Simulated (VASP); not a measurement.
Wanted: the native input for a VASP 6.6.1 run.

| Quantity | Value |
| --- | --- |
| Task | electrostatic potential |
| Functional | PBE |
| Potentials or basis | VASP PAW PBE potentials, release 64 (Zr_sv) |
| Cutoff | 520 eV |
| k mesh | 16 × 16 × 8 |
| Occupations | methfessel-paxton, width 0.1 eV |
| Spin | no spin polarisation |
| Further INCAR settings | ALGO = Normal; EDIFF = 1e-06 |

The structure of Zr lies in POSCAR:

```
Zr                                      
1.0
    3.2340529780     -0.0000000000     -0.0000000000
   -1.6170264890      2.8007720382      0.0000000000
    0.0000000000     -0.0000000000      5.1631512749
  Zr            
     2
Direct
     0.3333333300000021    0.6666666699999979    0.2500000000000000
     0.6666666699999979    0.3333333300000021    0.7500000000000000
```

The cell was built by a generator and needn't be a form met in nature.

These files were run (other wordings do the same):

INCAR

```
SYSTEM = Zr
  ALGO = Normal
  EDIFF = 1E-6
  ENCUT = 520
  GGA = PE
  ISIF = 2
  ISMEAR = 1
  LASPH = .TRUE.
  LCHARG = .TRUE.
  LREAL = .FALSE.
  LVHAR = .TRUE.
  LWAVE = .FALSE.
  NELM = 60
  PREC = Accurate
  SIGMA = 0.1
```

KPOINTS

```
k-points
0
G
  16 16 8
  0 0 0
```

Potentials or basis: VASP PAW PBE potentials, release 64 (Zr_sv).

Launch:

```sh
$ cat potpaw_PBE.64/Zr_sv/POTCAR > POTCAR
$ mpirun -np 1 vasp_std > vasp.out
```

It gave:

* Pressure: 0.0 GPa
* Band gap on the k mesh: none (metal or under the smearing width)

Run time: 92 s on 1 thread of Intel(R) Xeon(R) Platinum 8488C (Sapphire Rapids), on a shared host, peak memory 0.22 GiB.
